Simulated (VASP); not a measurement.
Calculation: rev-vdW-DF2, VASP's PBE PAW potentials (set 64) (plane waves; VASP).

VASP input:

INCAR:
```
! general
SYSTEM   = Sn
PREC     = Accurate
ENCUT    = 520
LREAL    = .FALSE.   ! projection in real space or not
LASPH    = .TRUE.   ! aspherical one-centre terms

! electronic loop
EDIFF    = 1E-7   ! SCF stop (eV)
NELM     = 100
ALGO     = Normal
LMAXMIX  = 4   ! l cut-off of mixed one-centre charges

! smearing
ISMEAR   = -5   ! tetrahedra, Bloechl

! functional
GGA      = MK
LUSE_VDW = .TRUE.
AGGAC    = 0.0
PARAM1   = 0.1234568
PARAM2   = 0.7114
ZAB_VDW  = -1.8867

! ions
ISIF     = 2   ! forces and stress, cell fixed

! output
LWAVE    = .FALSE.
LCHARG   = .TRUE.
LORBIT   = 11   ! lm-projected
NEDOS    = 601   ! DOS grid
```

### KPOINTS
```
Automatic mesh
0
Gamma
14 14 14
0 0 0
```

File POSCAR:
```
Sn
1
   -2.9477378518     2.9477378518     1.6052223339
    2.9477378518    -2.9477378518     1.6052223339
    2.9477378518     2.9477378518    -1.6052223339
Sn
2
Direct
  0.2500000000   0.7500000000   0.5000000000
  0.0000000000   0.0000000000   0.0000000000
```

POTCAR, in this order: Sn_d (PBE.64 set). Program: vasp_std.

**Question.** What will the output report for the number of irreducible k-points (NKPTS), largest plane-wave count, number of space-group operations, FFT grid (NGX, NGY, NGZ)?

**Answer.** 
```
Item                                           Value
--------------------------------------  ------------
number of irreducible k-points (NKPTS)           244
largest plane-wave count                        1519
number of space-group operations                  16
FFT grid (NGX, NGY, NGZ)                36 × 36 × 36
```

The compound is Sn in the beta structure. It was relaxed first.
